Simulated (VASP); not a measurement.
Computed with PBE GGA, VASP's PBE PAW potentials (set 64) (plane waves; VASP 6.6.1).

Input for VASP

**INCAR**
```
! general
SYSTEM  = Ge63Sb
PREC    = Normal
ENCUT   = 400
LREAL   = Auto
LASPH   = T   ! aspherical one-centre terms
ISYM    = 0
NELECT  = 258.0

! electronic loop
EDIFF   = 1E-5   ! SCF stop (eV)
NELM    = 100
NELMIN  = 4
ALGO    = Fast   ! Davidson, then RMM-DIIS
LMAXMIX = 4   ! l cut-off of mixed one-centre charges

! smearing
ISMEAR  = 0   ! Gaussian
SIGMA   = 0.05   ! width (eV)

! functional
GGA     = PE

! ions
IBRION  = 2
NSW     = 60   ! most ionic steps
ISIF    = 2
EDIFFG  = -0.03

! output
LWAVE   = T
LCHARG  = F
```

**KPOINTS**
```
Automatic mesh
0
Gamma
1 1 1
0 0 0
```

**POSCAR**
```
Ge63Sb
1
   11.5673955220     0.0000000000     0.0000000000
    0.0000000000    11.5673955220    -0.0000000000
   -0.0000000000    -0.0000000000    11.5673955220
Ge Sb
63 1
Direct
  0.5000000000   0.0000000000   0.0000000000
  0.6250000000   0.1250000000   0.1250000000
  0.7500000000   0.2500000000   0.0000000000
  0.8750000000   0.3750000000   0.1250000000
  0.7500000000   0.0000000000   0.2500000000
  0.8750000000   0.1250000000   0.3750000000
  0.0000000000   0.0000000000   0.0000000000
  0.1250000000   0.1250000000   0.1250000000
  0.2500000000   0.2500000000   0.0000000000
  0.3750000000   0.3750000000   0.1250000000
  0.5000000000   0.5000000000   0.0000000000
  0.6250000000   0.6250000000   0.1250000000
  0.7500000000   0.7500000000   0.0000000000
  0.8750000000   0.8750000000   0.1250000000
  0.2500000000   0.0000000000   0.2500000000
  0.3750000000   0.1250000000   0.3750000000
  0.5000000000   0.2500000000   0.2500000000
  0.6254120000   0.3791300000   0.3785110000
  0.7500000000   0.5000000000   0.2500000000
  0.8750000000   0.6250000000   0.3750000000
  0.5000000000   0.0000000000   0.5000000000
  0.6250000000   0.1250000000   0.6250000000
  0.7500000000   0.2500000000   0.5000000000
  0.8750000000   0.3750000000   0.6250000000
  0.7500000000   0.0000000000   0.7500000000
  0.8750000000   0.1250000000   0.8750000000
  0.0000000000   0.5000000000   0.0000000000
  0.1250000000   0.6250000000   0.1250000000
  0.2500000000   0.7500000000   0.0000000000
  0.3750000000   0.8750000000   0.1250000000
  0.0000000000   0.2500000000   0.2500000000
  0.1250000000   0.3750000000   0.3750000000
  0.2500000000   0.5000000000   0.2500000000
  0.3759350000   0.6266870000   0.3753570000
  0.5000000000   0.7500000000   0.2500000000
  0.6250000000   0.8750000000   0.3750000000
  0.0000000000   0.0000000000   0.5000000000
  0.1250000000   0.1250000000   0.6250000000
  0.2500000000   0.2500000000   0.5000000000
  0.3760730000   0.3791390000   0.6264630000
  0.6228970000   0.6213810000   0.6265360000
  0.7500000000   0.7500000000   0.5000000000
  0.8750000000   0.8750000000   0.6250000000
  0.2500000000   0.0000000000   0.7500000000
  0.3750000000   0.1250000000   0.8750000000
  0.5000000000   0.2500000000   0.7500000000
  0.6250000000   0.3750000000   0.8750000000
  0.7500000000   0.5000000000   0.7500000000
  0.8750000000   0.6250000000   0.8750000000
  0.0000000000   0.7500000000   0.2500000000
  0.1250000000   0.8750000000   0.3750000000
  0.0000000000   0.5000000000   0.5000000000
  0.1250000000   0.6250000000   0.6250000000
  0.2500000000   0.7500000000   0.5000000000
  0.3750000000   0.8750000000   0.6250000000
  0.0000000000   0.2500000000   0.7500000000
  0.1250000000   0.3750000000   0.8750000000
  0.2500000000   0.5000000000   0.7500000000
  0.3750000000   0.6250000000   0.8750000000
  0.5000000000   0.7500000000   0.7500000000
  0.6250000000   0.8750000000   0.8750000000
  0.0000000000   0.7500000000   0.7500000000
  0.1250000000   0.8750000000   0.8750000000
  0.4995300000   0.4975650000   0.5034080000
```

POTCAR, in this order: Ge Sb (PBE.64 set). Program: vasp_gam.

The cell is charged, with a uniform compensating background. The supercell is sampled at Γ alone, which is coarse: total energies, pressure and levels can be off, energies of defects by several tenths of an eV.

Problem. Predict the energy per atom (σ→0).

Solution. 
```
Property                        Value
---------------------  --------------
energy per atom (σ→0)  -4.303 eV/atom
```

**OSZICAR**
```
...
  13 F= -.27545208E+03 E0= -.27541500E+03  d E =-.395138E-02
       N       E                     dE             d eps       ncg     rms          rms(c)
DAV:   1    -0.275453339797E+03   -0.12592E-02   -0.90746E-02   344   0.563E-01    0.120E-01
RMM:   2    -0.275453799331E+03   -0.45953E-03   -0.66093E-03   325   0.144E-01    0.433E-02
RMM:   3    -0.275453853792E+03   -0.54461E-04   -0.89038E-04   331   0.552E-02    0.181E-02
RMM:   4    -0.275453865425E+03   -0.11633E-04   -0.14575E-04   343   0.205E-02    0.106E-02
RMM:   5    -0.275453867317E+03   -0.18929E-05   -0.22927E-05   214   0.882E-03
  14 F= -.27545387E+03 E0= -.27541593E+03  d E =-.178668E-02
```

The cell is a supercell with a defect, built from Ge (diamond): Sb_Ge, charge -1. The run is not spin-polarised, so no state with unpaired spins was tried.
